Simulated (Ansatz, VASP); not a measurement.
## K4Sn23 (K4Sn23 (Pm-3n)) in two plane-wave programs

Wanted: the spread between two codes on one cell, functional and k mesh. The structure shown is the start of the Ansatz relaxation below; VASP solves that cell, so the two are compared at the walk's first step.

Program: Ansatz 0.2.0. Level of theory: plane waves, with VASP 6.6.1 beside it; single point at PBEsol. Results are calculated unless marked as measured.

## (1) Starting point

The cell holds 54 atoms: 8 K and 46 Sn. Its edges and angles: a = 12.487 Å, b = 12.487 Å, c = 12.487 Å, α = 90.0°, β = 90.0°, γ = 90.0°.

## (2) Ansatz: relaxation, PBEsol

Ansatz runs on its default PAW (the set named soft_2) files.

The two programs are compared at the cell with which this relaxation starts, whose forces are those of its first step.

The input, input.yaml:

```yaml
crystal:
  lattice:
    - [12.4873033, 0.0, 0.0]
    - [0.0, 12.4873033, 0.0]
    - [0.0, 0.0, 12.4873033]
  atoms:
    - { symbol: K, position: [0.0, 0.25, 0.5] }
    - { symbol: K, position: [0.0, 0.75, 0.5] }
    - { symbol: K, position: [0.5, 0.0, 0.75] }
    - { symbol: K, position: [0.5, 0.0, 0.25] }
    - { symbol: K, position: [0.75, 0.5, 0.0] }
    - { symbol: K, position: [0.25, 0.5, 0.0] }
    - { symbol: K, position: [0.5, 0.5, 0.5] }
    - { symbol: K, position: [0.0, 0.0, 0.0] }
    - { symbol: Sn, position: [0.68393744, 0.68393744, 0.31606256] }
    - { symbol: Sn, position: [0.31606256, 0.68393744, 0.68393744] }
    - { symbol: Sn, position: [0.81606256, 0.81606256, 0.18393744] }
    - { symbol: Sn, position: [0.18393744, 0.81606256, 0.81606256] }
    - { symbol: Sn, position: [0.81606256, 0.18393744, 0.81606256] }
    - { symbol: Sn, position: [0.31606256, 0.31606256, 0.31606256] }
    - { symbol: Sn, position: [0.81606256, 0.81606256, 0.81606256] }
    - { symbol: Sn, position: [0.31606256, 0.68393744, 0.31606256] }
    - { symbol: Sn, position: [0.31606256, 0.31606256, 0.68393744] }
    - { symbol: Sn, position: [0.68393744, 0.31606256, 0.31606256] }
    - { symbol: Sn, position: [0.18393744, 0.18393744, 0.81606256] }
    - { symbol: Sn, position: [0.81606256, 0.18393744, 0.18393744] }
    - { symbol: Sn, position: [0.18393744, 0.81606256, 0.18393744] }
    - { symbol: Sn, position: [0.68393744, 0.68393744, 0.68393744] }
    - { symbol: Sn, position: [0.0, 0.30792115, 0.11753526] }
    - { symbol: Sn, position: [0.5, 0.38246474, 0.80792115] }
    - { symbol: Sn, position: [0.5, 0.61753526, 0.19207885] }
    - { symbol: Sn, position: [0.61753526, 0.80792115, 0.5] }
    - { symbol: Sn, position: [0.38246474, 0.80792115, 0.5] }
    - { symbol: Sn, position: [0.19207885, 0.5, 0.61753526] }
    - { symbol: Sn, position: [0.80792115, 0.5, 0.61753526] }
    - { symbol: Sn, position: [0.11753526, 0.0, 0.30792115] }
    - { symbol: Sn, position: [0.30792115, 0.11753526, 0.0] }
    - { symbol: Sn, position: [0.69207885, 0.88246474, 0.0] }
    - { symbol: Sn, position: [0.11753526, 0.0, 0.69207885] }
    - { symbol: Sn, position: [0.69207885, 0.11753526, 0.0] }
    - { symbol: Sn, position: [0.88246474, 0.0, 0.30792115] }
    - { symbol: Sn, position: [0.88246474, 0.0, 0.69207885] }
    - { symbol: Sn, position: [0.30792115, 0.88246474, 0.0] }
    - { symbol: Sn, position: [0.0, 0.69207885, 0.88246474] }
    - { symbol: Sn, position: [0.0, 0.30792115, 0.88246474] }
    - { symbol: Sn, position: [0.0, 0.69207885, 0.11753526] }
    - { symbol: Sn, position: [0.80792115, 0.5, 0.38246474] }
    - { symbol: Sn, position: [0.19207885, 0.5, 0.38246474] }
    - { symbol: Sn, position: [0.61753526, 0.19207885, 0.5] }
    - { symbol: Sn, position: [0.38246474, 0.19207885, 0.5] }
    - { symbol: Sn, position: [0.5, 0.61753526, 0.80792115] }
    - { symbol: Sn, position: [0.5, 0.38246474, 0.19207885] }
    - { symbol: Sn, position: [0.68393744, 0.31606256, 0.68393744] }
    - { symbol: Sn, position: [0.18393744, 0.18393744, 0.18393744] }
    - { symbol: Sn, position: [0.5, 0.25, 0.0] }
    - { symbol: Sn, position: [0.5, 0.75, 0.0] }
    - { symbol: Sn, position: [0.0, 0.5, 0.75] }
    - { symbol: Sn, position: [0.0, 0.5, 0.25] }
    - { symbol: Sn, position: [0.75, 0.0, 0.5] }
    - { symbol: Sn, position: [0.25, 0.0, 0.5] }
basis:
  ecutwfc: 420
  xc_grid: 2
hamiltonian:
  xc: pbesol
kpoints:
  mp_grid: { grid: [3, 3, 3] }
scf:
  occupations: { method: fermi_dirac, width: 0.05 }
  max_iter: 150
output:
  forces: true
  stress: true
relax:
  f_tol: 0.01
  max_steps: 60
  cell: {}
checkpoint:
  write: "../pbesol.run"
  compress: false
  write_wavefunctions: false
  write_every: 100000
```

Command:

```
> ansatz run input.yaml --threads 8 --pin off --max-ram 13189MiB --backend cpu --events-out ev --progress --plain --runs-dir out
```

Numbers of over 12 decimals in the logs are rounded to 6 here.

The log of the run:

```text
Engine: ansatz 0.2.0, x86_64-unknown-linux-gnu
Pseudopotentials: kind: paw
Pseudopotential: K, paw, valence charge 9, recommended cutoff 420 eV (normal), K.paw.azcp
Pseudopotential: Sn, paw, valence charge 14, recommended cutoff 420 eV (normal), Sn.paw.azcp
Functional definition: PBEsol
  exchange = pbesol_x
  correlation = pbesol_c
Crystal: 54 atoms, lattice volume = 1947.179 Å³
Basis set: ecut = 420 eV, 38089 PW (Γ), exchange–correlation on 180×180×180 points (8 copies of the dense FFT grid, shifted against one another)
Bands: 430, of which v1, the nominal top of the filled ones, is band 358 counted from 1 (357 counted from 0)
Symmetry: 48 space group operations
Space group: Pm-3n (ITA 223), of the structure as read, at distance tolerance 1.2e-4 Å
k-points: 4 of 27
Non-local potential: K, projectors of the file, l = 0: 3, l = 1: 2, l = 2: 2
Non-local potential: Sn, projectors of the file, l = 0: 2, l = 1: 2, l = 2: 2, l = 3: 2
PAW form: soft (Blöchl's): semilocal exchange-correlation on the pseudo side does not see the compensation charge
PAW frozen core: K, regenerated for the run's functional, and the local potential with it (the file was generated under x = pbe(κ = 0.804, μ = 0.219515), c = pbe(β = 0.066725))
PAW frozen core: Sn, regenerated for the run's functional, and the local potential with it (the file was generated under x = pbe(κ = 0.804, μ = 0.219515), c = pbe(β = 0.066725))
PAW one-centre angular grid: K, 110 points (default); XC on 64 Gauss nodes
PAW one-centre angular grid: Sn, 590 points (default); XC on 64 Gauss nodes
Initial density: superposition of atomic densities (neutral atoms: chi_scale 0, normalization atom), corrected by the library's trained network
Initial wavefunctions: pseudopotential atomic-orbital guess
Functional: x = pbesol(κ = 0.804, μ = 0.123457), c = pbesol(β = 0.046)
SCF iter   1: F=—  HF=-285824.220920 eV  |F-HF|=—  |Δ(HF+E_count)|=         —  Δρ=3.66e-3  dr2=1.57e-1  ethr=1.77e-3  ⟨swp⟩=7.0  Hψ=6900  notcnv=0  defer=54
preconditioner: auto → LDOS  [metal: Δε(μ)=0.043 eV  Ē_g=18.589 eV  σ=0.050 eV  W_gap=0.21  n_scr=436 (ndim 8)  ℏωp=22.3 eV  f_vac=0.080  D(μ)=32.02/eV (n_scr^D=170)  β→1.0]
SCF iter   2: F=—  HF=-285824.211785 eV  |F-HF|=—  |Δ(HF+E_count)|=   9.14e-3  Δρ=1.30e-3  dr2=2.32e-2  ethr=2.19e-5  ⟨swp⟩=2.0  Hψ=3504  notcnv=0  defer=172
SCF iter   3: F=—  HF=-285824.199812 eV  |F-HF|=—  |Δ(HF+E_count)|=   1.20e-2  Δρ=4.21e-4  dr2=3.56e-3  ethr=3.24e-6  ⟨swp⟩=2.0  Hψ=2983  notcnv=0  defer=172
SCF iter   4: F=—  HF=-285824.198431 eV  |F-HF|=—  |Δ(HF+E_count)|=   1.38e-3  Δρ=9.40e-5  dr2=3.05e-4  ethr=4.98e-7  ⟨swp⟩=2.0  Hψ=2951  notcnv=0  defer=172
SCF iter   5: F=—  HF=-285824.198351 eV  |F-HF|=—  |Δ(HF+E_count)|=   7.93e-5  Δρ=3.73e-5  dr2=4.25e-5  ethr=4.27e-8  ⟨swp⟩=2.0  Hψ=2984  notcnv=0  defer=172
SCF iter   6: F=—  HF=-285824.198196 eV  |F-HF|=—  |Δ(HF+E_count)|=   1.56e-4  Δρ=8.16e-6  dr2=2.57e-6  ethr=5.94e-9  ⟨swp⟩=2.0  Hψ=3007  notcnv=0  defer=172
SCF iter   7: F=—  HF=-285824.198195 eV  |F-HF|=—  |Δ(HF+E_count)|=   3.80e-7  Δρ=2.46e-6  dr2=2.44e-7  ethr=3.58e-10  ⟨swp⟩=2.0  Hψ=2972  notcnv=0  defer=172
SCF iter   8: F=-285824.198195 eV  HF=-285824.198195 eV  |F-HF|=3.61e-9  |Δ(HF+E_count)|=   7.04e-8  Δρ=5.92e-7  dr2=2.01e-8  ethr=1.40e-11  ⟨swp⟩=4.8  Hψ=5014  notcnv=0
SCF 1 converged in 8 iterations: F = -285824.198195 eV  dr2 = 2.01e-8
  greatest PAW one-centre occupation: 0.991 electrons in one spin orbital (limit 2), on the Sn atom at site 49 (counted from 0), in its partial waves of l = 2
relax step   1: F+E_penalty+E_count = -285824.19819535 eV  Δ(F+E_penalty+E_count) = +0.000e0 eV  max|allowed force component| = 1.004e-2 eV/Å  Δτ_max = 0.0000 Å  P = -0.558 GPa  Ω = 1947.179 Å³  (8 SCF iters, dr2 threshold 1.00e-7 eV, accepted)
Crystal: 54 atoms, lattice volume = 1908.353 Å³
Basis set: ecut = 420 eV, 37385 PW (Γ), exchange–correlation on 180×180×180 points (8 copies of the dense FFT grid, shifted against one another)
Initial density: handed on by an earlier stage of this run
Initial wavefunctions: those handed on with the density
iter 1 solved again at ethr=6.61e-7 eV; its pass at ethr=3.10e-3 eV (dr2=4.73e-3 eV) is discarded
SCF iter   1: F=—  HF=-285824.269571 eV  |F-HF|=—  |Δ(HF+E_count)|=         —  Δρ=5.22e-4  dr2=6.76e-3  ethr=6.61e-7  ⟨swp⟩=4.5  Hψ=8717  notcnv=0
preconditioner: auto → LDOS  [metal: Δε(μ)=0.038 eV  Ē_g=18.686 eV  σ=0.050 eV  W_gap=0.19  n_scr=388 (ndim 8)  ℏωp=22.5 eV  f_vac=0.069  D(μ)=32.02/eV (n_scr^D=170)  β→1.0]
SCF iter   2: F=—  HF=-285824.267978 eV  |F-HF|=—  |Δ(HF+E_count)|=   1.59e-3  Δρ=2.00e-4  dr2=6.93e-4  ethr=6.61e-7  ⟨swp⟩=2.0  Hψ=3184  notcnv=0
SCF iter   3: F=—  HF=-285824.267786 eV  |F-HF|=—  |Δ(HF+E_count)|=   1.92e-4  Δρ=1.13e-4  dr2=3.06e-4  ethr=9.68e-8  ⟨swp⟩=2.0  Hψ=3156  notcnv=0
[...]
Internal energy: -285824.018034 eV  (E = F + TS)
E sigma→0 (E₀):  -285824.140740 eV
Entropy (-TS):   -0.245412 eV (-4.545 meV/atom)
Fermi energy:    7.405678 eV
--- Per-component energies (eV) ---
  E_band       = -6793.224632
  E_kinetic    = 10643.809595
  E_local      = -60751.311565  (includes V_loc(G=0)·N_el)
  E_nonlocal   = -1291.910296
  E_hartree    = 33473.656070
  E_xc         = -18498.894165
  E_vxc        = -5751.265884  (∫ρ·V_xc dr)
  E_paw        = -193110.193340  (= ΣΔE_a)
  E_vpaw       = -16589.855565  (= ΣTr[D̂ρ^β])
  E_aug_tail   = -0.000046  (compensation charges beyond the density's cutoff)
  E_ewald      = -56303.140000
  E_core_change = 13.965710  (= ΣΔE_core)
  E_smearing   = -0.245412  (= −TS)
  E_closure    = 0.000000  (closes the sum)
  Σ components = -285824.263446   (vs F -285824.263446, Δ=0.00e0)
--- Forces (eV/Å), atoms counted from 1 ---
  atom   1  K     -0.00000000     0.00000000    -0.00000000
  atom   2  K      0.00000000    -0.00000000     0.00000000
  atom   3  K      0.00000000    -0.00000000    -0.00000000
  atom   4  K     -0.00000000     0.00000000     0.00000000
  atom   5  K      0.00000000    -0.00000000    -0.00000000
  atom   6  K      0.00000000     0.00000000     0.00000000
  atom   7  K      0.00000000     0.00000000     0.00000000
  atom   8  K      0.00000000     0.00000000     0.00000000
  atom   9  Sn    -0.00730982    -0.00730982     0.00730982
  atom  10  Sn     0.00730982    -0.00730982    -0.00730982
  atom  11  Sn     0.00730982     0.00730982    -0.00730982
  atom  12  Sn    -0.00730982     0.00730982     0.00730982
  atom  13  Sn     0.00730982    -0.00730982     0.00730982
  atom  14  Sn     0.00730982     0.00730982     0.00730982
  atom  15  Sn     0.00730982     0.00730982     0.00730982
  atom  16  Sn     0.00730982    -0.00730982     0.00730982
  atom  17  Sn     0.00730982     0.00730982    -0.00730982
  atom  18  Sn    -0.00730982     0.00730982     0.00730982
  atom  19  Sn    -0.00730982    -0.00730982     0.00730982
  atom  20  Sn     0.00730982    -0.00730982    -0.00730982
  atom  21  Sn    -0.00730982     0.00730982    -0.00730982
  atom  22  Sn    -0.00730982    -0.00730982    -0.00730982
  atom  23  Sn     0.00000000    -0.00479859     0.00392394
  atom  24  Sn     0.00000000    -0.00392394    -0.00479859
[...]
atom  47  Sn    -0.00730982     0.00730982    -0.00730982
  atom  48  Sn    -0.00730982    -0.00730982    -0.00730982
  atom  49  Sn    -0.00000000    -0.00000000     0.00000000
  atom  50  Sn     0.00000000     0.00000000    -0.00000000
  atom  51  Sn    -0.00000000     0.00000000    -0.00000000
  atom  52  Sn     0.00000000    -0.00000000     0.00000000
  atom  53  Sn     0.00000000     0.00000000     0.00000000
  atom  54  Sn    -0.00000000    -0.00000000    -0.00000000
  max |Σ_I F_I| component: 3.73e-17 eV/Å
--- Stress (GPa, compression-positive) ---
        0.001643       0.000000      -0.000000
        0.000000       0.001643      -0.000000
       -0.000000      -0.000000       0.001643
  P = ⅓ Tr σ = 0.0016 GPa (0.016 kbar)
--- Relaxed structure (3 steps of the walk, 3 accepted, 1 SCFs on fresh bases) ---
  F+E_penalty+E_count = -285824.26344646 eV   max|allowed force component| = 7.310e-3 eV/Å   (the final SCF, on the basis selected at the relaxed cell)
  cell:  # Å, volume = 1909.7653 Å³
    - [12.406806, 0, 0]
    - [0, 12.406806, 0]
    - [0, 0, 12.406806]
  atoms:
    - { symbol: K, position: [0, 0.250000, 0.500000] }
    - { symbol: K, position: [0, 0.75, 0.500000] }
    - { symbol: K, position: [0.500000, 0, 0.75] }
    - { symbol: K, position: [0.500000, 0, 0.250000] }
    - { symbol: K, position: [0.75, 0.500000, 0] }
    - { symbol: K, position: [0.250000, 0.500000, 0] }
    - { symbol: K, position: [0.500000, 0.500000, 0.500000] }
    - { symbol: K, position: [0, 0, 0] }
    - { symbol: Sn, position: [0.683888, 0.683888, 0.316112] }
    - { symbol: Sn, position: [0.316112, 0.683888, 0.683888] }
    - { symbol: Sn, position: [0.816112, 0.816112, 0.183888] }
    - { symbol: Sn, position: [0.183888, 0.816112, 0.816112] }
    - { symbol: Sn, position: [0.816112, 0.183888, 0.816112] }
    - { symbol: Sn, position: [0.316112, 0.316112, 0.316112] }
    - { symbol: Sn, position: [0.816112, 0.816112, 0.816112] }
    - { symbol: Sn, position: [0.316112, 0.683888, 0.316112] }
    - { symbol: Sn, position: [0.316112, 0.316112, 0.683888] }
    - { symbol: Sn, position: [0.683888, 0.316112, 0.316112] }
    - { symbol: Sn, position: [0.183888, 0.183888, 0.816112] }
    - { symbol: Sn, position: [0.816112, 0.183888, 0.183888] }
    - { symbol: Sn, position: [0.183888, 0.816112, 0.183888] }
    - { symbol: Sn, position: [0.683888, 0.683888, 0.683888] }
    - { symbol: Sn, position: [0, 0.308197, 0.117284] }
    - { symbol: Sn, position: [0.500000, 0.382716, 0.808197] }
    - { symbol: Sn, position: [0.500000, 0.617284, 0.191803] }
    - { symbol: Sn, position: [0.617284, 0.808197, 0.500000] }
    - { symbol: Sn, position: [0.382716, 0.808197, 0.500000] }
    - { symbol: Sn, position: [0.191803, 0.500000, 0.617284] }
    - { symbol: Sn, position: [0.808197, 0.500000, 0.617284] }
    - { symbol: Sn, position: [0.117284, 0, 0.308197] }
    - { symbol: Sn, position: [0.308197, 0.117284, 0] }
    - { symbol: Sn, position: [0.691803, 0.882716, 0] }
[...]
- { symbol: Sn, position: [0.683888, 0.316112, 0.683888] }
    - { symbol: Sn, position: [0.183888, 0.183888, 0.183888] }
    - { symbol: Sn, position: [0.500000, 0.250000, 0] }
    - { symbol: Sn, position: [0.500000, 0.75, 0] }
    - { symbol: Sn, position: [0, 0.500000, 0.75] }
    - { symbol: Sn, position: [0, 0.500000, 0.250000] }
    - { symbol: Sn, position: [0.75, 0, 0.500000] }
    - { symbol: Sn, position: [0.250000, 0, 0.500000] }
```

(Part 1 of 2 ends here.)

[Lines on the potential files, build, host, timing and source positions are cut from VASP's logs without a mark.]

[Logs are printed without paths, hosts, clocks, repeated set-up lines and the standing remarks that a program may print on its own settings, such as how far it seeks lower states.]

[Hosts, paths, dates, database ids (printed as entryN), source tags and the programs' standing remarks are cut or masked in the printed files.]
